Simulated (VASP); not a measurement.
The system is Bi.

```xyz
2
Lattice="2.2675 1.3091 3.9380 -2.2675 1.3091 3.9380 0.0000 -2.6183 3.9380" Properties=species:S:1:pos:R:3 pbc="T T T"
Bi    0.0000    0.0000    9.0495
Bi    0.0000    0.0000    2.7645
```

Base run:

| Item | Value |
| --- | --- |
| Program | VASP 6.6.1 |
| Functional | PBE |
| Potentials or basis | VASP PAW PBE potentials, release 64 (Bi_d_GW) |
| Cutoff | 450 eV |
| k mesh | 8 × 8 × 8 |
| Occupations | gaussian, width 0.02 eV |
| Spin | no spin polarisation |

Its results: pressure 1.8 GPa; largest force 0.180 eV/Å.

Q: The run is repeated on the same cell with these changes: functional from PBE to LDA; potentials or basis from VASP PAW PBE potentials, release 64 (Bi_d_GW) to VASP PAW LDA potentials, release 64 (Bi_d); cutoff from 450 eV to 520 eV; valence electrons from 34 to 30. What comes out?

A: Pressure -1.4 GPa; largest force 0.049 eV/Å.
